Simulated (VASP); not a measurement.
Data:

```xyz
3
Lattice="0.0000 2.8144 2.8144 2.8144 0.0000 2.8144 2.8144 2.8144 0.0000" Properties=species:S:1:pos:R:3 pbc="T T T"
Pb     0.0000     0.0000     0.0000
F      1.4072     1.4072     1.4072
F      4.2216     4.2216     4.2216
```

All values below come from PBE GGA, VASP's PBE PAW potentials (set 64) (plane waves; VASP 6.6.1). Numerical set-up: 620 eV cut-off, 7×7×7 Γ-centred mesh, Gaussian smearing of 0.050 eV, potentials Pb_d F.

Task: Predict the energy per atom (σ→0), pressure.

Result: 
```
Property                        Value
---------------------  --------------
energy per atom (σ→0)  -4.618 eV/atom
pressure                    19.89 GPa
```

The compound is PbF2 in the fluorite structure, the β form. It was relaxed first under an external pressure of 20 GPa.
